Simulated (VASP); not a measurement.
# YTl (Pm-3m) in VASP: single point with LDA

Aim: the single point of YTl with LDA.

Everything below comes from runs of VASP 6.6.1. Logs are shortened: lines on timing, memory, paths and dates and some standing lists are left out, and cuts for length are marked.

## (1) The structure

It takes space group Pm-3m (No. 221, cubic). Conventional cell: a = 3.751 Å, b = 3.751 Å, c = 3.751 Å, α = 90.00°, β = 90.00°, γ = 90.00°. Y (site symmetry m-3m) has 8 Tl at 3.25 Å as nearest neighbours. Tl (site symmetry m-3m) has 8 Y at 3.25 Å as nearest neighbours.

## (2) Single point, LDA

Input file INCAR:

```
SYSTEM = YTl
ALGO     = Fast           ! electronic algorithm
EDIFF    = 1E-6           ! SCF threshold, eV
ENCUT    = 520            ! plane-wave cutoff, eV
ISIF     = 2              ! what is computed and relaxed
ISMEAR   = 0              ! smearing method
LASPH    = .TRUE.         ! aspherical terms in the spheres
LCHARG   = .FALSE.        ! write CHGCAR
LREAL    = .FALSE.        ! projectors in reciprocal space
LWAVE    = .FALSE.        ! write WAVECAR
NBANDS   = 19             ! bands
NELM     = 80             ! most SCF steps
PREC     = Accurate       ! precision mode
SIGMA    = 0.1            ! smearing width, eV
```

Input file KPOINTS:

```
k-points
0
G
  6 6 6
  0 0 0
```

Input file POSCAR:

```
YTl
1.0
    3.7510000000      0.0000000000      0.0000000000
    0.0000000000      3.7510000000      0.0000000000
    0.0000000000      0.0000000000      3.7510000000
Y Tl
1 1
Direct
    0.5000000000      0.5000000000      0.5000000000
    0.0000000000      0.0000000000      0.0000000000
```

Potentials or basis: VASP PAW LDA potentials, release 64 (Y_sv, Tl_d).

Launch:

```sh
> cat potpaw_LDA.64/Y_sv/POTCAR potpaw_LDA.64/Tl_d/POTCAR > POTCAR
> mpirun -np 1 vasp_std > vasp.out
```

OUTCAR:

```text
SYSTEM = YTl
   EDIFF = 1E-6
   ENCUT = 520
   ISIF = 2
   ISMEAR = 0
   LASPH = .TRUE.
   LREAL = .FALSE.
   NELM = 80
   PREC = Accurate

 ion  position               nearest neighbor table
   1  0.500  0.500  0.500-   2 3.25   2 3.25   2 3.25   2 3.25   2 3.25   2 3.25   2 3.25   2 3.25

   2  0.000  0.000  0.000-   1 3.25   1 3.25   1 3.25   1 3.25   1 3.25   1 3.25   1 3.25   1 3.25

  LATTYP: Found a simple cubic cell.
 ALAT       =     3.7510000000

  Lattice vectors:

 A1 = (   3.7510000000,   0.0000000000,   0.0000000000)
 A2 = (   0.0000000000,   3.7510000000,   0.0000000000)
 A3 = (   0.0000000000,   0.0000000000,   3.7510000000)

Analysis of symmetry for initial positions (statically):
=====================================================================
 Subroutine PRICEL returns:
 Original cell was already a primitive cell.

 Routine SETGRP: Setting up the symmetry group for a
 simple cubic supercell.

 Subroutine GETGRP returns: Found 48 space group operations
 (whereof 48 operations were pure point group operations)
 out of a pool of 48 trial point group operations.

The static configuration has the point symmetry O_h .

Analysis of symmetry for dynamics (positions and initial velocities):
=====================================================================
 Subroutine PRICEL returns:
 Original cell was already a primitive cell.

 Routine SETGRP: Setting up the symmetry group for a
 simple cubic supercell.

 Subroutine GETGRP returns: Found 48 space group operations
 (whereof 48 operations were pure point group operations)
 out of a pool of 48 trial point group operations.

The dynamic configuration has the point symmetry O_h .

 Subroutine INISYM returns: Found 48 space group operations
 (whereof 48 operations are pure point group operations),
 and found     1 'primitive' translations

----------------------------------------------------------------------------------------

                                     Primitive cell

  volume of cell :      52.7766

  direct lattice vectors                    reciprocal lattice vectors
     3.751000000  0.000000000  0.000000000     0.266595575  0.000000000  0.000000000
     0.000000000  3.751000000  0.000000000     0.000000000  0.266595575  0.000000000
     0.000000000  0.000000000  3.751000000     0.000000000  0.000000000  0.266595575

  length of vectors
     3.751000000  3.751000000  3.751000000     0.266595575  0.266595575  0.266595575

  position of ions in fractional coordinates (direct lattice)
     0.500000000  0.500000000  0.500000000
     0.000000000  0.000000000  0.000000000

  ion indices of the primitive-cell ions
   primitive index   ion index
                 1           1
                 2           2

----------------------------------------------------------------------------------------

 KPOINTS: k-points

Automatic generation of k-mesh.
 Grid dimensions read from file:
 generate k-points for:    6    6    6

 Generating k-lattice:

  Cartesian coordinates                     Fractional coordinates (reciprocal lattice)
     0.044432596  0.000000000  0.000000000     0.166666667  0.000000000  0.000000000
     0.000000000  0.044432596  0.000000000     0.000000000  0.166666667  0.000000000
     0.000000000  0.000000000  0.044432596     0.000000000  0.000000000  0.166666667

  Length of vectors
     0.044432596  0.044432596  0.044432596

  Shift w.r.t. Gamma in fractional coordinates (k-lattice)
     0.000000000  0.000000000  0.000000000

 Subroutine IBZKPT returns following result:
 ===========================================

 Found     20 irreducible k-points:

 Following reciprocal coordinates:
            Coordinates               Weight
  0.000000  0.000000  0.000000      1.000000
  0.166667  0.000000  0.000000      6.000000
  0.333333  0.000000  0.000000      6.000000
  0.500000  0.000000  0.000000      3.000000
  0.166667  0.166667  0.000000     12.000000
  0.333333  0.166667  0.000000     24.000000
[... 12 lines left out ...]
  0.500000  0.500000  0.333333      6.000000
  0.500000  0.500000  0.500000      1.000000
   k-points           NKPTS =     20   k-points in BZ     NKDIM =     20   number of bands    NBANDS=     19
   number of dos      NEDOS =    301   number of ions     NIONS =      2
   total plane-waves  NPLWV =  21952
   dimension x,y,z NGX =    28 NGY =   28 NGZ =   28
   dimension x,y,z NGXF=    56 NGYF=   56 NGZF=   56
   ions per type =               1   1
   NGX,Y,Z   is equivalent  to a cutoff of  12.41, 12.41, 12.41 a.u.
   NGXF,Y,Z  is equivalent  to a cutoff of  24.82, 24.82, 24.82 a.u.
 SYSTEM =  YTl
   PREC   = accura    normal or accurate (medium, high low for compatibility)
   ISTART =      0    job   : 0-new  1-cont  2-samecut
   ICHARG =      2    charge: 1-file 2-atom 10-const
   ISPIN  =      1    spin polarized calculation?
   LNONCOLLINEAR =      F non collinear calculations
   LSORBIT =      F    spin-orbit coupling
   LASPH  =      T    aspherical Exc in radial PAW
   ENCUT  =  520.0 eV  38.22 Ry    6.18 a.u.   6.97  6.97  6.97*2*pi/ulx,y,z
   NELM   =     80;   NELMIN=  2; NELMDL= -5     # of ELM steps
   EDIFF  = 0.1E-05   stopping-criterion for ELM
   LREAL  =      F    real-space projection
   EDIFFG = 0.1E-04   stopping-criterion for IOM
   NSW    =      0    number of steps for IOM
   IBRION =     -1    ionic relax: 0-MD 1-quasi-New 2-CG
   NFREE  =      0    steps in history (QN), initial steepest desc. (CG)
   ISIF   =      2    stress and relaxation
   ISYM   =      2    0-nonsym 1-usesym 2-fastsym
   POTIM  = 0.5000    time-step for ionic-motion
   TEBEG  =    0.0;   TEEND  =   0.0 temperature during run
   PSTRESS=    0.0 pullay stress
   NELECT =      24.0000    total number of electrons
   NUPDOWN=      -1.0000    fix difference up-down
   EMIN   =  10.00;   EMAX   =-10.00  energy-range for DOS
   EFERMI =   0.00;   METHOD = LEGACY
   ISMEAR =     0;   SIGMA  =   0.10  broadening in eV -4-tet -1-fermi 0-gaus
   EFERMI_NEDOS =   21; number of points for ismear=-14 and -15
   IALGO  =     68    algorithm
   IMIX   =      4    mixing-type and parameters
     AMIX     =   0.40;   BMIX     =  1.00
     AMIX_MAG =   1.60;   BMIX_MAG =  1.00
  volume/ion in A,a.u.               =      26.39       178.08
  Fermi-wavevector in a.u.,A,eV,Ry     =   1.258920  2.379014 21.563600  1.584880
  Thomas-Fermi vector in A             =   2.392506
   LORBIT       =      0    0 simple, 1 ext, 2 COOP (PROOUT), +10 PAW based schemes
   GGA     = CA    functional components
   LHFCALC =     F    Hartree Fock is set to
   AEXX    =    0.0000 exact exchange contribution
   IVDW    =     0    specifies the selected vdW correction
   LEPSILON=     F    determine dielectric tensor
   LRPA    =     F    only Hartree local field effects (RPA)
 non-spin polarized calculation
 RMM-DIIS sequential band-by-band and
 Gauss-broadening in eV      SIGMA  =   0.10
  energy-cutoff  :      520.00
  volume of cell :       52.78
 maximum number of plane-waves:      1452
 NGX is ok and might be reduce to    28
   NGX = 13   NGY = 13   NGZ = 13

 number of electron      24.0000011 magnetization

 Free energy of the ion-electron system (eV)
  ---------------------------------------------------
  ext. energy  EPLUGINS =         0.00000000
  ---------------------------------------------------
  free energy    TOTEN  =       -10.84866302 eV

  energy without entropy =      -10.83831314  energy(sigma->0) =      -10.84348808

 E-fermi :   5.8362     XC(G=0): -10.7383

 val. band max:        5.8266316533   @ k =   0.1667   0.1667   0.1667
 cond. band min:       5.8615485162   @ k =   0.3333   0.0000   0.0000
 fundamental gap:      0.0349168629
 Fermi energy:         5.8361982529

 k-point     1 :       0.0000    0.0000    0.0000
  band No.  band energies     occupation
      1     -36.9144      2.00000
      2     -16.9531      2.00000
      3     -16.9531      2.00000
      4     -16.9531      2.00000
      5      -5.7937      2.00000
      6      -5.7937      2.00000
[... 11 lines left out ...]
     18       9.3760      0.00000
     19      11.4324      0.00000

 k-point     2 :       0.1667    0.0000    0.0000
  band No.  band energies     occupation
      1     -36.9111      2.00000
      2     -17.0122      2.00000
      3     -16.9494      2.00000
      4     -16.9494      2.00000
      5      -5.7828      2.00000
      6      -5.7226      2.00000
[... 11 lines left out ...]
     18      10.9358      0.00000
     19      13.0221      0.00000

 k-point     3 :       0.3333    0.0000    0.0000
  band No.  band energies     occupation
      1     -36.9043      2.00000
      2     -17.1277      2.00000
      3     -16.9419      2.00000
      4     -16.9419      2.00000
      5      -5.7609      2.00000
      6      -5.5917      2.00000
[... 11 lines left out ...]
     18      12.9281      0.00000
     19      14.0349      0.00000

 k-point     4 :       0.5000    0.0000    0.0000
  band No.  band energies     occupation
      1     -36.9009      2.00000
      2     -17.1842      2.00000
      3     -16.9381      2.00000
      4     -16.9381      2.00000
      5      -5.7499      2.00000
      6      -5.6051      2.00000
[... 11 lines left out ...]
     18      13.5544      0.00000
     19      14.9255      0.00000

 k-point     5 :       0.1667    0.1667    0.0000
  band No.  band energies     occupation
      1     -36.9077      2.00000
      2     -17.0121      2.00000
      3     -17.0010      2.00000
      4     -16.9450      2.00000
      5      -5.7459      2.00000
      6      -5.6799      2.00000
[... 11 lines left out ...]
     18      11.7475      0.00000
     19      14.5903      0.00000
[... 246 lines left out ...]
      2     -17.0841      2.00000
      3     -17.0817      2.00000
      4     -17.0817      2.00000
      5      -5.7144      2.00000
      6      -5.6625      2.00000
[... 11 lines left out ...]
     18      12.0053      0.00000
     19      12.9672      0.00000

 k-point    18 :       0.5000    0.3333    0.3333
  band No.  band energies     occupation
      1     -36.8819      2.00000
      2     -17.1337      2.00000
      3     -17.0773      2.00000
      4     -17.0758      2.00000
      5      -5.7266      2.00000
      6      -5.6721      2.00000
[... 11 lines left out ...]
     18      13.1182      0.00000
     19      13.1987      0.00000

 k-point    19 :       0.5000    0.5000    0.3333
  band No.  band energies     occupation
      1     -36.8787      2.00000
      2     -17.1276      2.00000
      3     -17.1276      2.00000
      4     -17.0717      2.00000
      5      -5.7166      2.00000
      6      -5.6823      2.00000
[... 11 lines left out ...]
     18      11.5471      0.00000
     19      13.7476      0.00000

 k-point    20 :       0.5000    0.5000    0.5000
  band No.  band energies     occupation
      1     -36.8755      2.00000
      2     -17.1230      2.00000
      3     -17.1230      2.00000
      4     -17.1230      2.00000
      5      -5.6892      2.00000
      6      -5.6892      2.00000
[... 11 lines left out ...]
     18      10.5813      0.00000
     19      12.7767      0.00000

------------------------ aborting loop because EDIFF is reached ----------------------------------------

  FORCE on cell =-STRESS in cart. coord.  units (eV):
  Direction    XX          YY          ZZ          XY          YZ          ZX
  --------------------------------------------------------------------------------------
  -------------------------------------------------------------------------------------
  Total       -0.8621770     -0.8621770     -0.8621770      0.0000000      0.0000000     -0.0000000
  in kB      -26.1737419    -26.1737419    -26.1737419      0.0000000      0.0000000     -0.0000000
  external PRESSURE =     -26.1737419 kB  Pullay stress =       0.0000000 kB

 VOLUME and BASIS-vectors are now :
 -----------------------------------------------------------------------------
  energy-cutoff  :      520.00
  volume of cell :       52.78
      direct lattice vectors                 reciprocal lattice vectors
     3.751000000  0.000000000  0.000000000     0.266595575  0.000000000  0.000000000
     0.000000000  3.751000000  0.000000000     0.000000000  0.266595575  0.000000000
     0.000000000  0.000000000  3.751000000     0.000000000  0.000000000  0.266595575

 POSITION                                       TOTAL-FORCE (eV/Angst)
 -----------------------------------------------------------------------------------
      1.87550      1.87550      1.87550         0.000000      0.000000      0.000000
      0.00000      0.00000      0.00000         0.000000      0.000000      0.000000
 -----------------------------------------------------------------------------------
    total drift:                               -0.000000      0.000000      0.000000

  FREE ENERGIE OF THE ION-ELECTRON SYSTEM (eV)
  ---------------------------------------------------
  free  energy   TOTEN  =       -10.8486630242 eV

  energy  without entropy=      -10.8383131427  energy(sigma->0) =      -10.84348808
```

Wall time 19 s (1 thread of Intel Xeon Platinum 8488C (Sapphire Rapids), shared host); peak memory 0.16 GiB.

What came out:

```
Free energy            : -10.8487 eV
Pressure               : -2.6 GPa
Band gap on the k mesh : none (metal or under the smearing width)
```
